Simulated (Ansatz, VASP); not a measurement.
**One calculation of WAu, two programs**

```xyz
2
Lattice="0.0000 2.7480 2.7480 2.7480 0.0000 2.7480 2.7480 2.7480 0.0000" Properties=species:S:1:pos:R:3 pbc="T T T"
W     0.0000    0.0000    0.0000
Au    4.1220    4.1220    4.1220
```

The cell was built by a generator and needn't be a form met in nature.

Alike in both runs: task relaxation of cell and atoms; functional PBE; k mesh 8 × 8 × 8; occupations fermi-dirac, width 0.05 eV; no spin polarisation.

|  | VASP | Ansatz |
| --- | --- | --- |
| version | VASP 6.6.1 | Ansatz 0.2.0 |
| potentials or method | VASP PAW PBE potentials, release 64 (W_sv, Au) | Ansatz PAW |
| plane-wave cutoff (eV) | 600 | 420 |
| valence electrons in the cell | 25 | 33 |

Ansatz gave:

* gap on the k mesh at the Fermi level, each at its own relaxed structure (eV): none
* relaxed volume (Å³/atom): 24.63
* relaxed cell length with the largest relative difference (Å): 4.114
* energy change over the relaxation (meV/atom): -335

**Question.** Which values does VASP return?

**Answer.** gap on the k mesh at the Fermi level, each at its own relaxed structure (eV): none; relaxed volume (Å³/atom): 24.63; relaxed cell length with the largest relative difference (Å): 4.115; energy change over the relaxation (meV/atom): -340.

A gap of «none» marks a metal or a gap that the smearing closes. The two sets of potentials don't hold the same shells in valence.

Caveats: the volume moved by over 15 % at a fixed basis, so the end points are rough; the plane-wave basis is chosen anew once the cell has moved, so the energies of steps on either side of that aren't comparable (Ansatz). Spin-orbit coupling is left out, which matters for the levels of Au, W.
